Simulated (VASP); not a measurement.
Input:

```
CELL_PARAMETERS angstrom
      0.00000     1.68252     1.68252
      1.68252     0.00000     1.68252
      1.68252     1.68252     0.00000
ATOMIC_POSITIONS crystal
  Cu 0.00000 0.00000 0.00000
```

Level of theory: PBEsol GGA, VASP's PBE PAW potentials (set 64) (plane waves; VASP). Settings: 500 eV cut-off, 18×18×18 Γ-centred mesh, first-order Methfessel-Paxton smearing of 0.10 eV, potentials Cu.

Predict the energy per atom (σ→0), pressure, band gap (on the k-mesh) with the smallest direct gap where there is one.

- band gap (on the k-mesh): none (metal, semimetal or under 0.01 eV)
- energy per atom (σ→0): -4.089 eV/atom
- pressure: 44.88 GPa

Only differences to runs with the same potentials and settings are physical.

The compound is Cu in the fcc structure. It was relaxed first under an external pressure of 45 GPa.
